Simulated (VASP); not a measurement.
# Ag4AuS2: equation of state with PBE

Crystal: Ag4AuS2.

```
CELL_PARAMETERS angstrom
5.17080 0.00000 0.00000
0.00000 3.97501 0.00000
-0.45182 0.00000 6.88186
ATOMIC_POSITIONS crystal
Au 0.00000 0.50000 0.50000
Ag 0.29211 0.50000 0.13310
Ag 0.69679 0.00000 0.27027
Ag 0.30321 0.00000 0.72973
Ag 0.70789 0.50000 0.86690
S 0.00000 0.00000 0.00000
S 0.50000 0.50000 0.50000
```

The cell comes from a database or a generator and needn't be the stable form of this composition.

```json
{
 "Program": "VASP 6.6.1",
 "Task": "equation of state",
 "Functional": "PBE",
 "Potentials or basis": "VASP PAW PBE potentials, release 64 (Au, Ag, S)",
 "Cutoff": "520 eV",
 "k mesh": "5 × 7 × 4",
 "Occupations": "fermi-dirac, width 0.05 eV",
 "Spin": "no spin polarisation"
}
```

| Quantity | Value |
| --- | --- |
| Equilibrium volume | 20.00 Å³/atom |
| Bulk modulus at fixed shape and positions | 68 GPa |
| Pressure derivative of the bulk modulus | 5.2 |

Energy against volume, from the lowest point:
```
volume (Å³/atom)  energy (meV/atom)
          18.995              11.58
          19.399               3.69
          19.803               0.00
          20.207               0.01
          20.611               3.27
          21.015               9.42
          21.420              18.11
```

All runs of the series together: 30 min on 1 thread of AMD EPYC 7R13 Processor (Zen 3), with other jobs on the host.

Caveat: the cell was scaled at fixed shape and fractional positions, which overstates the stiffness of a crystal with free parameters, most of all of layers and chains. Spin-orbit coupling is left out, which matters for the levels of Au.
